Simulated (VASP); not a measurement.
A convergence study with VASP on Mo (bcc): a few settings are varied, all else stays as given below, so the limit is that of these other settings. The cell's lengths are 1 % over those of the tabulated start, so it is off equilibrium.

```
Mo
1.0
   -1.59075     1.59075     1.59075
    1.59075    -1.59075     1.59075
    1.59075     1.59075    -1.59075
Mo
1
Direct
  0.00000   0.00000   0.00000
```

The numbers are results of PBE GGA, VASP's PBE PAW potentials (set 64) (plane waves; VASP 6.6.1), not measurements. The last row used: LREAL = Auto, 600 eV cut-off, 14×14×14 Γ-centred mesh, first-order Methfessel-Paxton smearing of 0.10 eV, potentials Mo_sv.

```tsv
setting	E (eV/atom)	pressure (GPa)	plane waves
ENCUT = 300, LREAL = .FALSE., PREC = Normal	-10.9186	-4.20	202
ENCUT = 400, LREAL = .FALSE., PREC = Normal	___	-4.72	321
ENCUT = 500, LREAL = .FALSE., PREC = Normal	-10.9186	-3.79	420
ENCUT = 600, LREAL = .FALSE., PREC = Normal	-10.9187	-3.91	555
ENCUT = 500, LREAL = .FALSE., PREC = Accurate	-10.9186	-3.79	420
ENCUT = 600, LREAL = .FALSE., PREC = Accurate	-10.9187	-3.91	555
ENCUT = 300, LREAL = Auto, PREC = Normal	-10.9188	-4.23	202
ENCUT = 400, LREAL = Auto, PREC = Normal	-10.9175	-4.69	321
ENCUT = 500, LREAL = Auto, PREC = Normal	-10.9189	-3.68	420
ENCUT = 600, LREAL = Auto, PREC = Normal	-10.9191	-3.85	555
ENCUT = 300, LREAL = Auto, PREC = Accurate	-10.9185	-4.21	202
ENCUT = 400, LREAL = Auto, PREC = Accurate	-10.9173	-4.72	321
ENCUT = 500, LREAL = Auto, PREC = Accurate	-10.9191	-3.79	420
ENCUT = 600, LREAL = Auto, PREC = Accurate	-10.9190	-3.93	555
```

Task: Some entries are withheld; supply them.

Result: 
- ENCUT = 400, LREAL = .FALSE., PREC = Normal, E (eV/atom): -10.9171

Left out are rungs that failed or repeat a setting and relaxations that didn't move; long series are thinned to 24 rows.

The compound is Mo in the bcc structure. The cell was not relaxed at this level.
